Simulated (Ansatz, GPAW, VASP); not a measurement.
Hg (P1, 3 atoms in the cell) computed with different codes at matched settings

Self-consistent single point.

```
CELL_PARAMETERS angstrom
      5.46670     0.00000     0.00000
     -2.73335     4.73430     0.00000
      0.00000     0.00000     3.18522
ATOMIC_POSITIONS crystal
  Hg 0.30303 0.65895 0.48289
  Hg 0.67809 0.34067 0.49745
  Hg 0.01889 0.00038 0.01966
```

All programs got the same cell, k-point mesh and kind of occupations (in Ansatz's words: kpoints.mp_grid.grid = 5 5 7; scf.occupations.method = fermi_dirac; scf.occupations.width = 0.0073 Ry); potentials, basis and cutoffs are each program's usual ones.

```json
[
 {"code": "VASP", "model": "LDA (PZ), VASP's LDA PAW potentials (set 64)", "pressure (GPa)": "-4.77", "largest force (eV/Å)": "0.266", "cutoff": "300 eV"},
 {"code": "GPAW", "model": "LDA (Perdew-Wang 92), GPAW PAW datasets LDA (gpaw-data 1.0.1)", "pressure (GPa)": "-4.32", "largest force (eV/Å)": "0.244", "cutoff": "550 eV"},
 {"code": "Ansatz", "model": "LDA (PW92), PAW files made with PBE", "pressure (GPa)": "-4.34", "largest force (eV/Å)": "0.240", "cutoff": "default"}
]
```

Size of the force on each atom (eV/Å): Sizes of forces hide their directions.

| code | Hg1 | Hg2 | Hg3 |
|---|---|---|---|
| VASP | 0.266 | 0.237 | 0.056 |
| GPAW | 0.244 | 0.224 | 0.050 |
| Ansatz | 0.240 | 0.217 | 0.049 |

The spread over the programs that give each value: pressure within 0.45 GPa; largest force within 0.026 eV/Å.

The starting cell comes from a database of computed structures (which also holds hypothetical and non-ambient phases and stackings), without a prior relaxation at this level. Its atoms were displaced at random from the sites of space group no. 191. On Ansatz's run: Spin-orbit coupling is off. In the base run, with a pressure of about -4 GPa the cell is away from its equilibrium volume at this level.

### Question
Why do the programs differ, and what cannot be compared?

### Answer
Differences of this kind can come from the potentials, where these differ, and from what each basis and cutoff leave unconverged. The valence holds different numbers of electrons (VASP 36, GPAW 54, Ansatz (a program for electronic structure) 60). The zero of total energies and Fermi levels follows the potentials and each program's conventions, so they are not compared here. Ansatz's pressure is given at a fixed set of plane waves, as the other plane-wave codes print theirs; with its correction for the finite basis it is -4.30 GPa. Ansatz's smearing width was typed in Ry to four decimals, so it matches the others to a few per cent. The same LDA comes in different parametrisations, which differ slightly.

VASP's run is marked for a possible Pulay error in its stress at this cutoff; no cutoff test was made.

Left out of this page: Quantum ESPRESSO, ABINIT, CP2K, Elk and SIESTA (not drawn, or without a comparable value); FLEUR (stopped by limits of time or memory).

Keys are those of Ansatz 0.2.
